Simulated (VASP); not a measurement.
Crystal: Si2Mo.

```
Si Mo
1.0
    -1.60000    1.60000    3.93050
     1.60000   -1.60000    3.93050
     1.60000    1.60000   -3.93050
Si Mo
2 1
Direct
  0.33300 0.33300 0.00000
  0.66700 0.66700 0.00000
  0.00000 0.00000 0.00000
```

- Program: VASP 6.6.1
- Task: relaxation of cell and atoms
- Functional: PBE
- Potentials or basis: VASP PAW PBE potentials, release 64 (Si, Mo_sv)
- Cutoff: 520 eV
- k mesh: 6 × 6 × 6
- Occupations: gaussian, width 0.1 eV
- Spin: no spin polarisation

At the start: pressure 2.3 GPa; volume 13.42 Å³/atom.

Q: Where does the relaxation end?

A: Over 7 steps the energy falls by 2.5 meV/atom and the volume is 13.58 Å³/atom (+1.2 %); space group I4/mmm (No. 139, to 0.05 Å).

Step by step:
```tsv
step	energy change (eV)	largest force (eV/Å)	pressure (GPa)	volume (Å³)
1	0.0000	0.2576	2.30	40.25
2	-0.0010	0.0691	-3.13	41.38
3	-0.0060	0.1565	-0.62	40.83
4	-0.0074	0.0184	0.15	40.72
5	-0.0074	0.0134	0.01	40.74
6	-0.0075	0.0036	0.00	40.74
7	-0.0075	0.0002	0.00	40.74
```

Final structure:
```
CELL_PARAMETERS angstrom
-1.60839 1.60839 3.93722
1.60839 -1.60839 3.93722
1.60839 1.60839 -3.93722
ATOMIC_POSITIONS crystal
Si 0.33483 0.33483 0.00000
Si 0.66517 0.66517 0.00000
Mo 0.00000 0.00000 0.00000
```

Caveat: the k mesh is coarse (spacing up to 0.46 Å⁻¹), so the values aren't converged.
